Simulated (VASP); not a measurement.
An input for Quantum ESPRESSO's pw.x (written as the equivalent of a VASP run, and not itself run):

```
&CONTROL
  calculation = 'scf'
  pseudo_dir = './pseudo'
  outdir = './out'
  tprnfor = .true.
  tstress = .true.
/
&SYSTEM
  ibrav = 0
  nat = 18
  ntyp = 2
  ecutwfc = 102
  occupations = 'smearing'
  smearing = 'gaussian'
  degauss = 0.000735
  input_dft = 'pbe'
/
&ELECTRONS
  conv_thr = 7.3e-08
  electron_maxstep = 100
/
ATOMIC_SPECIES
  Cd 112.414 Cd.upf
  I 126.904 I.upf
CELL_PARAMETERS angstrom
     4.1948930    0.0000000    0.0000000
    -2.0974470    3.6328840    0.0000000
     0.0000000    0.0000000   42.4160620
ATOMIC_POSITIONS crystal
  Cd   0.3333330  0.6666670  0.2500000
  Cd   0.6666670  0.3333330  0.7500000
  Cd   0.0000000  0.0000000  0.4167000
  Cd   0.0000000  0.0000000  0.5833000
  Cd   0.0000000  0.0000000  0.0834000
  Cd   0.0000000  0.0000000  0.9166000
  I    0.6666670  0.3333330  0.3771000
  I    0.3333330  0.6666670  0.6229000
  I    0.3333330  0.6666670  0.1231000
  I    0.6666670  0.3333330  0.8769000
  I    0.3333330  0.6666670  0.9564000
  I    0.6666670  0.3333330  0.0436000
  I    0.6666670  0.3333330  0.5437000
  I    0.3333330  0.6666670  0.4563000
  I    0.3333330  0.6666670  0.7897000
  I    0.6666670  0.3333330  0.2103000
  I    0.0000000  0.0000000  0.7104000
  I    0.0000000  0.0000000  0.2896000
K_POINTS automatic
  6 6 1 0 0 0
```

Translate this input to VASP (INCAR, KPOINTS, POSCAR, choice of POTCAR).

Several could match; the one computed here: 
KPOINTS:
```
Automatic mesh
0
G
  6 6 1
```

### INCAR
```
# general
SYSTEM =CdI2
PREC   =Accurate
ENCUT  =300   # plane-wave cut-off (eV)
LREAL  =Auto   # projection in real space or not
LASPH  =.TRUE.

# electronic loop
EDIFF  =1E-6
NELM   =100   # most electronic steps
ALGO   =Normal   # blocked Davidson
LMAXMIX=4   # l cut-off of mixed one-centre charges

# smearing
ISMEAR =0   # Gaussian
SIGMA  =0.01   # width (eV)

# functional
GGA    =PE

# ions
ISIF   =2   # forces and stress, cell fixed

# output
LWAVE  =.FALSE.
LCHARG =.FALSE.
```

**POSCAR**
```
CdI2
4.1948930
  1.0000000000   0.0000000000   0.0000000000
 -0.5000001192   0.8660254266   0.0000000000
  0.0000000000   0.0000000000  10.1113573099
Cd I
6 12
direct
  0.3333330000   0.6666670000   0.2500000000
  0.6666670000   0.3333330000   0.7500000000
  0.0000000000   0.0000000000   0.4167000000
  0.0000000000   0.0000000000   0.5833000000
  0.0000000000   0.0000000000   0.0834000000
  0.0000000000   0.0000000000   0.9166000000
  0.6666670000   0.3333330000   0.3771000000
  0.3333330000   0.6666670000   0.6229000000
  0.3333330000   0.6666670000   0.1231000000
  0.6666670000   0.3333330000   0.8769000000
  0.3333330000   0.6666670000   0.9564000000
  0.6666670000   0.3333330000   0.0436000000
  0.6666670000   0.3333330000   0.5437000000
  0.3333330000   0.6666670000   0.4563000000
  0.3333330000   0.6666670000   0.7897000000
  0.6666670000   0.3333330000   0.2103000000
  0.0000000000   0.0000000000   0.7104000000
  0.0000000000   0.0000000000   0.2896000000
```

POTCAR, in this order: Cd I (PBE.64 set). Program: vasp_std.

Limits of the translation: the potentials are each code's own (VASP's PAW set, PseudoDojo norm-conserving files in pw.x), so ENCUT and ecutwfc are chosen apart and not converted; conv_thr bounds pw.x's estimated SCF error, while EDIFF bounds the energy change between steps.

The structure comes from a computed database's CdI2 entry; how it stands against other phases isn't given here. The cell was not relaxed at this level.
